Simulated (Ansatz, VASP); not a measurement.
# Si2Mo: VASP beside Ansatz

Wanted: the spread between two codes on one cell, functional and k mesh. The cell is taken from a series of runs on this material, whose earlier steps may have relaxed or scaled it; both programs get it as it stands.

Method: plane waves, with VASP 6.6.1 beside it; single point at PBE, in Ansatz 0.2.0.

## Step 1: Set-up

Symmetry: I4/mmm, No. 139, tetragonal system. The conventional cell has a = 3.200 Å, b = 3.200 Å, c = 7.861 Å, α = 90.00°, β = 90.00°, γ = 90.00°. Mo has 10 Si at 2.62 Å nearest. Nearest to Si lie 5 Si at 2.61 to 2.63 Å and 5 Mo at 2.62 Å. Farther neighbours are not listed.

As a file:

```cif
data_structure
_symmetry_space_group_name_H-M 'P 1'
_symmetry_Int_Tables_number 1
_cell_length_a 4.5353
_cell_length_b 4.5353
_cell_length_c 4.5353
_cell_angle_alpha 138.684
_cell_angle_beta 138.684
_cell_angle_gamma 59.857
_cell_volume 40.25
loop_
_atom_site_label
_atom_site_type_symbol
_atom_site_fract_x
_atom_site_fract_y
_atom_site_fract_z
_atom_site_occupancy
Mo1 Mo 0.00000 0.00000 0.00000 1
Si2 Si 0.66700 0.66700 0.00000 1
Si3 Si 0.33300 0.33300 0.00000 1
```

## Step 2: VASP: single point, PBE

With cell and atoms fixed, the geometry can't cause a difference; cores, projectors, grids and the points listed under the comparison can.

Lines of VASP's logs that name or quote its potential files are left out, and so is its time.

The input, INCAR:

```
SYSTEM = Si2Mo
PREC = Accurate
ENCUT = 400
EDIFF = 1E-06
NELM = 100
ISMEAR = -1
SIGMA = 0.05
LREAL = .FALSE.
ALGO = Normal
GGA = PE
NBANDS = 17
LASPH = .TRUE.
LORBIT = 11
LWAVE = .FALSE.
LCHARG = .FALSE.
KPAR = 2
ISIF = 2
```

The input, POSCAR:

```
Si2Mo
1.0
   -1.6000000000      1.6000000000      3.9305000000
    1.6000000000     -1.6000000000      3.9305000000
    1.6000000000      1.6000000000     -3.9305000000
Mo Si
1 2
Direct
    0.0000000000      0.0000000000      0.0000000000
    0.6670000000      0.6670000000      0.0000000000
    0.3330000000      0.3330000000      0.0000000000
```

The input, KPOINTS:

```
Automatic mesh
0
Gamma
10 10 10
0 0 0
```

Potentials, in the order of the species: Mo_sv and Si (PBE family, release 64).

Started as:

```bash
$ mpirun -np 2 vasp_std
```

Numbers of over 12 decimals in the logs are rounded to 6 here.

What it wrote:

```text
[banner, memory and clock lines left out]
running    2 mpi-ranks, on    1 nodes
 distrk:  each k-point on    1 cores,    2 groups
 distr:  one band on    1 cores,    1 groups

 POSCAR found type information on POSCAR MoSi
 POSCAR found :  2 types and       3 ions
 LDA part: xc-table for (Slater+PW92), standard interpolation
 POSCAR, INCAR and KPOINTS ok, starting setup
 FFT: planning ... GRIDC
 FFT: planning ... GRID_SOFT
 FFT: planning ... GRID
 WAVECAR not read
 entering main loop
       N       E                     dE             d eps       ncg     rms          rms(c)
DAV:   1     0.961497102595E+02    0.96150E+02   -0.97916E+03  3500   0.100E+03
DAV:   2    -0.220013903934E+02   -0.11815E+03   -0.11622E+03  4366   0.273E+02
DAV:   3    -0.241503879565E+02   -0.21490E+01   -0.21283E+01  4339   0.335E+01
DAV:   4    -0.241612394458E+02   -0.10851E-01   -0.10845E-01  4318   0.267E+00
DAV:   5    -0.241613114966E+02   -0.72051E-04   -0.72047E-04  4232   0.209E-01    0.213E+01
DAV:   6    -0.234159605663E+02    0.74535E+00   -0.65081E+00  3716   0.166E+01    0.467E+00
DAV:   7    -0.232848611967E+02    0.13110E+00   -0.99845E-01  3652   0.604E+00    0.445E+00
DAV:   8    -0.232503216456E+02    0.34540E-01   -0.10468E-01  3752   0.245E+00    0.451E-01
DAV:   9    -0.232496328724E+02    0.68877E-03   -0.20155E-03  4407   0.363E-01    0.250E-01
DAV:  10    -0.232495854942E+02    0.47378E-04   -0.58613E-04  3901   0.208E-01    0.539E-02
DAV:  11    -0.232495723296E+02    0.13165E-04   -0.20950E-04  3834   0.109E-01    0.426E-02
DAV:  12    -0.232495683635E+02    0.39660E-05   -0.26347E-05  3687   0.367E-02    0.764E-03
DAV:  13    -0.232495679307E+02    0.43284E-06   -0.57538E-07  1973   0.680E-03
   1 F= -.23249568E+02 E0= -.23247961E+02  d E =-.321327E-02
```

Parts of OUTCAR (step 2):

```text
ion  position               nearest neighbor table
   1  0.000  0.000  0.000-   2 2.62   3 2.62   2 2.62   3 2.62   2 2.62   3 2.62   3 2.62   2 2.62
                             2 2.62   3 2.62
   2  0.667  0.667  0.000-   3 2.61   3 2.61   3 2.61   3 2.61   1 2.62   1 2.62   1 2.62   1 2.62
                             1 2.62   3 2.63
   3  0.333  0.333  0.000-   2 2.61   2 2.61   2 2.61   2 2.61   1 2.62   1 2.62   1 2.62   1 2.62
                             1 2.62   2 2.63

  LATTYP: Found a body centered tetragonal cell.
 ALAT       =     3.2000000000
 C/A-ratio  =     2.4565625000

 Subroutine GETGRP returns: Found 16 space group operations
 (whereof 16 operations were pure point group operations)

The static configuration has the point symmetry D_4h.

 Found    102 irreducible k-points:

   k-points           NKPTS =    102   k-points in BZ     NKDIM =    102   number of bands    NBANDS=     17

   dimension x,y,z NGX =    30 NGY =   30 NGZ =   30
   dimension x,y,z NGXF=    60 NGYF=   60 NGZF=   60

   ENCUT  =  400.0 eV  29.40 Ry    5.42 a.u.   7.40  7.40  7.40*2*pi/ulx,y,z

   NELECT =      22.0000    total number of electrons

 k-points in reciprocal lattice and weights: Automatic mesh
   0.00000000  0.00000000  0.00000000       0.001
   0.10000000  0.00000000 -0.00000000       0.008
   0.20000000  0.00000000 -0.00000000       0.008
   0.30000000  0.00000000 -0.00000000       0.008
   0.40000000  0.00000000  0.00000000       0.008
   0.50000000  0.00000000 -0.00000000       0.004
   0.10000000  0.10000000 -0.00000000       0.008
   0.20000000  0.10000000  0.00000000       0.016
   0.30000000  0.10000000 -0.00000000       0.016
[...]
-0.40000000 -0.40000000  0.40000000       0.002
   0.50000000  0.50000000  0.50000000       0.001

 average (electrostatic) potential at core
       1 -69.1524       2 -77.4821       3 -77.4821

 E-fermi :  12.2450

 k-point     1 :       0.0000    0.0000    0.0000
  band No.  band energies     occupation
    ...
      6       5.9309      2.00000
      7       8.8035      2.00000
      8       9.2558      2.00000
      9       9.6116      2.00000
     10       9.6116      2.00000
     11      12.6865      0.00029
     12      15.3425      0.00000
     13      15.3798      0.00000
     14      15.9075      0.00000
     15      15.9075      0.00000
    ...

 k-point     2 :       0.1000    0.0000   -0.0000
  band No.  band energies     occupation
    ...
      7       8.2424      2.00000
      8       9.2648      2.00000
      9       9.7325      2.00000
     10       9.8716      2.00000
     11      12.1900      1.50045
     12      14.7171      0.00000
     13      15.1389      0.00000
     14      15.8014      0.00000
     15      16.3434      0.00000
     16      16.7684      0.00000
    ...

 k-point     3 :       0.2000    0.0000   -0.0000
  band No.  band energies     occupation
    ...
      7       7.4479      2.00000
      8       9.1288      2.00000
      9      10.0597      2.00000
     10      10.0631      2.00000
     11      11.3522      2.00000
     12      13.9961      0.00000
     13      14.4872      0.00000
     14      16.4668      0.00000
     15      16.4887      0.00000
     16      17.3006      0.00000
    ...

  Total        0.6221344      0.6221344      0.2851020      0.0000000      0.0000000      0.0000000
  in kB       24.7654975     24.7654975     11.3491423      0.0000000      0.0000000      0.0000000
  external PRESSURE =      20.2933791 kB  Pullay stress =       0.0000000 kB

  energy-cutoff  :      400.00
  volume of cell :       40.25
      direct lattice vectors                 reciprocal lattice vectors
    -1.600000000  1.600000000  3.930500000     0.000000000  0.312500000  0.127210279
     1.600000000 -1.600000000  3.930500000     0.312500000  0.000000000  0.127210279
     1.600000000  1.600000000 -3.930500000     0.312500000  0.312500000  0.000000000

 POSITION                                       TOTAL-FORCE (eV/Angst)
 -----------------------------------------------------------------------------------
      0.00000      0.00000      0.00000        -0.000000     -0.000000      0.000000
      0.00000      0.00000      5.24329         0.000000      0.000000     -0.294570
      0.00000      0.00000      2.61771         0.000000      0.000000      0.294570
 -----------------------------------------------------------------------------------
    total drift:                                0.000000      0.000000     -0.000000

  FREE ENERGIE OF THE ION-ELECTRON SYSTEM (eV)
  ---------------------------------------------------
  free  energy   TOTEN  =       -23.2495679307 eV

  energy  without entropy=      -23.2463546569  energy(sigma->0) =      -23.24796129

 total charge
# of ion       s       p       d       tot
------------------------------------------
    1        2.284   6.207   4.176  12.667
    2        0.741   0.877   0.000   1.618
    3        0.741   0.877   0.000   1.618
--------------------------------------------------
tot          3.766   7.962   4.176  15.904

[... 3 further parts left out ...]
```

The run ends at a pressure of 2.03 GPa, with forces up to 0.29 eV/Å.

## Step 3: Ansatz: single point, PBE

Ansatz runs on its default PAW (the set named soft_2) files.

The same cell, functional, mesh and smearing now go to Ansatz, which takes its cutoff from its data sets.

The input, input.yaml:

```yaml
crystal:
  lattice:
    - [-1.6, 1.6, 3.9305]
    - [1.6, -1.6, 3.9305]
    - [1.6, 1.6, -3.9305]
  atoms:
    - { symbol: Mo, position: [0.0, 0.0, 0.0] }
    - { symbol: Si, position: [0.667, 0.667, 0.0] }
    - { symbol: Si, position: [0.333, 0.333, 0.0] }
kpoints:
  mp_grid: { grid: [10, 10, 10] }
  band_path:
    path:
      - [[0.0, 0.0, 0.0], [-0.5, 0.5, 0.0], [-0.5, 0.5, -0.08285417], [-0.29142708, 0.29142708, -0.29142708], [0.0, 0.0, 0.0], [0.5, 0.5, -0.5], [0.29142708, 0.70857292, -0.70857292], [0.0, 0.5, -0.5], [-0.25, 0.75, -0.25], [0.08285417, 0.91714583, -0.5], [0.5, 0.5, -0.5]]
      - [[-0.5, 0.5, 0.0], [-0.25, 0.75, -0.25]]
    npoints: 4
scf:
  occupations: { method: fermi_dirac, width: 0.05 }
  n_extra_bands: 7
hamiltonian:
  xc: pbe
  pseudopotentials: { kind: paw }
output:
  forces: true
  stress: true
  populations: true
  write_bands: true
```

Started as:

```bash
$ ansatz run input.yaml --threads 4 --pin off --max-ram 8192MiB --backend cpu --events-out ev --progress --plain --runs-dir out
```

What it wrote:

```text
basis.fft_grid_basis auto: the FFT boxes are laid along the combinations [[1, 0, 1], [0, 1, 1], [0, 0, 1]] of the cell's own vectors, 3.200, 3.200 and 4.535 Å long. The dense box has 24×24×32 points. Along the cell's own vectors, as sized, it would have 32×32×32, 1.78 times as many. Of the 16 symmetry operations that the crystal satisfies within crystal.symmetry.tolerance (time reversal apart; of a slab, those that k [...]
scf.n_extra_bands = 7 over 11 filled bands (N_el = 22.0): the run solves 18 bands
Engine: ansatz 0.2.0, aarch64-unknown-linux-gnu
Pseudopotentials: kind: paw
Pseudopotential: Mo, paw, valence charge 14, recommended cutoff 420 eV (normal), Mo.paw.azcp
Pseudopotential: Si, paw, valence charge 4, recommended cutoff 420 eV (normal), Si.paw.azcp
Functional definition: PBE
  parameter kappa = 0.804
  parameter beta = 0.066725
  exchange = pbe_x(kappa = kappa, mu = beta*pi^2/3)
  correlation = pbe_c(beta = beta)
Crystal: 3 atoms, lattice volume = 40.248 Å³
Basis set: ecut = 420 eV, 769 PW (Γ), FFT grids on a1+a3, a2+a3, a3, exchange–correlation on 48×48×64 points (8 copies of the dense FFT grid, shifted against one another)
Bands: 18, of which v1, the nominal top of the filled ones, is band 11 counted from 1 (10 counted from 0)
Symmetry: 16 space group operations
Space group: I4/mmm (ITA 139), of the structure as read, at distance tolerance 3.4e-5 Å
k-points: 102 of 1000
Non-local potential: Mo, projectors of the file, l = 0: 3, l = 1: 2, l = 2: 2, l = 3: 1
Non-local potential: Si, projectors of the file, l = 0: 2, l = 1: 2, l = 2: 2
PAW form: soft (Blöchl's): semilocal exchange-correlation on the pseudo side does not see the compensation charge
PAW one-centre angular grid: Mo, 590 points (default); XC on 64 Gauss nodes
PAW one-centre angular grid: Si, 110 points (default); XC on 64 Gauss nodes
Initial density: superposition of atomic densities (neutral atoms: chi_scale 0, normalization atom), corrected by the library's trained network
Initial wavefunctions: pseudopotential atomic-orbital guess
Functional: x = pbe(κ = 0.804, μ = 0.219515), c = pbe(β = 0.066725)
SCF iter   1: F=—  HF=-6229.118208 eV  |F-HF|=—  |Δ(HF+E_count)|=         —  Δρ=4.59e-3  dr2=7.70e-3  ethr=1.77e-3  ⟨swp⟩=5.4  Hψ=10210  notcnv=0
preconditioner: auto → Kerker (q_TF=auto, 2.467 Å⁻¹)  [metal: Δε(μ)=0.080 eV  Ē_g=9.418 eV  σ=0.050 eV  W_gap=0.33  n_scr=10 (ndim 8)  ℏωp=21.9 eV  f_vac=0.000  D(μ)=0.45/eV (n_scr^D=0)]
SCF iter   2: F=—  HF=-6229.117111 eV  |F-HF|=—  |Δ(HF+E_count)|=   1.10e-3  Δρ=2.43e-3  dr2=2.30e-3  ethr=3.50e-5  ⟨swp⟩=1.0  Hψ=2653  notcnv=0  defer=46
SCF iter   3: F=—  HF=-6229.116677 eV  |F-HF|=—  |Δ(HF+E_count)|=   4.35e-4  Δρ=3.98e-4  dr2=1.15e-4  ethr=1.04e-5  ⟨swp⟩=2.4  Hψ=2734  notcnv=0  defer=46
SCF iter   4: F=—  HF=-6229.116651 eV  |F-HF|=—  |Δ(HF+E_count)|=   2.56e-5  Δρ=1.28e-4  dr2=5.52e-6  ethr=5.21e-7  ⟨swp⟩=2.4  Hψ=2226  notcnv=0  defer=46
SCF iter   5: F=—  HF=-6229.116642 eV  |F-HF|=—  |Δ(HF+E_count)|=   9.35e-6  Δρ=2.72e-5  dr2=3.20e-7  ethr=2.51e-8  ⟨swp⟩=2.4  Hψ=2464  notcnv=0  defer=46
SCF iter   6: F=-6229.116642 eV  HF=-6229.116642 eV  |F-HF|=3.40e-9  |Δ(HF+E_count)|=   2.34e-8  Δρ=4.61e-6  dr2=7.67e-9  ethr=4.55e-10  ⟨swp⟩=7.3  Hψ=7919  notcnv=0
SCF 1 converged in 6 iterations: F = -6229.116642 eV  dr2 = 7.67e-9
  greatest PAW one-centre occupation: 0.998 electrons in one spin orbital (limit 2), on the Mo atom at site 0 (counted from 0), in its partial waves of l = 0
NSCF: frozen V_eff on 46 k-points
SCF converged after 6 iterations
Free energy (F): -6229.116642 eV
Harris-Foulkes:  -6229.116642 eV  (|F-HF|=3.40e-9)
Internal energy: -6229.113440 eV  (E = F + TS)
E sigma→0 (E₀):  -6229.115041 eV
Entropy (-TS):   -0.003202 eV (-1.067 meV/atom)
Fermi energy:    15.959351 eV
--- Per-component energies (eV) ---
  E_band       = -46.582569
  E_kinetic    = 531.245452
  E_local      = -1147.761285  (includes V_loc(G=0)·N_el)
  E_nonlocal   = 192.668466
  E_hartree    = 427.525440
  E_xc         = -298.472955
  E_vxc        = -328.823668  (∫ρ·V_xc dr)
  E_paw        = -4226.796480  (= ΣΔE_a)
  E_vpaw       = -148.959726  (= ΣTr[D̂ρ^β])
  E_aug_tail   = 0.000041  (compensation charges beyond the density's cutoff)
  E_ewald      = -1707.522119
  E_smearing   = -0.003202  (= −TS)
  E_closure    = 0.000000  (closes the sum)
  Σ components = -6229.116642   (vs F -6229.116642, Δ=0.00e0)
--- Forces (eV/Å), atoms counted from 1 ---
  atom   1  Mo     0.00000000     0.00000000     0.00000000
  atom   2  Si    -0.00000000     0.00000000    -0.29917473
  atom   3  Si     0.00000000     0.00000000     0.29917473
  max |Σ_I F_I| component: 1.04e-16 eV/Å
--- Stress (GPa, compression-positive) ---
        2.695898       0.000000       0.000000
        0.000000       2.695898       0.000000
       -0.000000       0.000000       1.361788
  P = ⅓ Tr σ = 2.2512 GPa (22.512 kbar)
--- Band table (eV; the first three rows and the last of 102) ---
  k-point 0: bands = [... 7 lower, 12.9705, 13.3269, 13.3269, 16.3998, 19.0592, 19.0946, 19.6226, 19.6226, ... 3 higher]
  k-point 1: bands = [... 7 lower, 12.6069, 13.0615, 14.1794, 15.3678, 18.3759, 19.3563, 19.5269, 19.7435, ... 3 higher]
  k-point 2: bands = [... 7 lower, 11.3098, 13.3575, 13.7077, 14.5176, 18.3821, 19.3924, 19.6453, 19.8341, ... 3 higher]
  k-point 101: bands = [... 7 lower, 13.6996, 15.3988, 15.3988, 15.4577, 15.4577, 16.5343, 20.6027, 21.1408, ... 3 higher]
--- Löwdin populations: 3 sites ---
  site symbol       q [e]
     0     Mo     14.0712
     1     Si      3.8596
     2     Si      3.8596
  spilling = 0.009523 (of n_electrons = 22.000000)
```

Reading the cycles: dr2 is the Hartree energy of the density residual (eV), the measure of convergence; HF is the Harris–Foulkes estimate of the energy, which meets the free energy F at convergence.

## Step 4: Differences

Known differences besides the PAW data sets themselves: the cutoff is 420 eV in Ansatz and 400 eV in VASP. Total energies have different zeros and are not compared.

Compared:

| quantity | Ansatz | VASP | difference |
| --- | --- | --- | --- |
| pressure (GPa) | 2.25 | 2.03 | +0.22 |

Forces (eV/Å; atoms numbered as in POSCAR):

| atom | Ansatz x, y, z | VASP x, y, z |
| --- | --- | --- |
| Mo1 | 0.000, 0.000, 0.000 | 0.000, 0.000, 0.000 |
| Si2 | 0.000, 0.000, -0.299 | 0.000, 0.000, -0.295 |
| Si3 | 0.000, 0.000, 0.299 | 0.000, 0.000, 0.295 |

The forces differ by 2.2 meV/Å r.m.s., which is 1.6 % of the r.m.s. force of 0.14 eV/Å (both taken over all components).

## Step 5: Further runs

How far does this hang on the set-up? Further runs change one program's set-up at a time, as the table lists.

| run | r.m.s. force difference (meV/Å) |
| --- | --- |
| as above | 2.2 |
| VASP with the data sets Mo_sv_GW and Si_GW and a cutoff of 560 eV | 1.4 |

## Step 6: Summary of results

```json
{"r.m.s. force difference (single point, PBE)": "2.2 meV/Å"}
```

In words: The r.m.s. force difference is 2.2 meV/Å (single point, PBE), within the 12 meV/Å picked in this series as the mark of a large difference. For single point, PBE: VASP with the data sets Mo_sv_GW and Si_GW and a cutoff of 560 eV cuts the r.m.s. force difference from 2.2 to 1.4 meV/Å; whether that points to the cause isn't shown. Differences of this kind measure data sets and numerical settings, not the functional's error against experiment.

[Lines on the potential files, build, host, timing and source positions are cut from VASP's logs without a mark.]

[Logs are printed without paths, hosts, clocks, repeated set-up lines and the standing remarks that a program may print on its own settings, such as how far it seeks lower states.]

[Hosts, paths, dates, database ids (printed as entryN), source tags and the programs' standing remarks are cut or masked in the printed files.]
